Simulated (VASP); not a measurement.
Method: PBEsol GGA, VASP's PBE PAW potentials (set 64) (plane waves; VASP 6.6.1). Each cell was relaxed at this level.

Q: Which of these has an unstable (imaginary) mode at Γ?
A) SrAlSi, P-6m2 (187)
B) Hf, P6_3/mmc (194)
C) Tl3Bi, Pm-3m (221)
D) TcN, P6_3/mmc (194)

A: D, TcN, P6_3/mmc (194). Its optical Γ-point modes are 174i, 99 (×2), 279, 448 (×2), 509 (×2), 643 cm⁻¹.
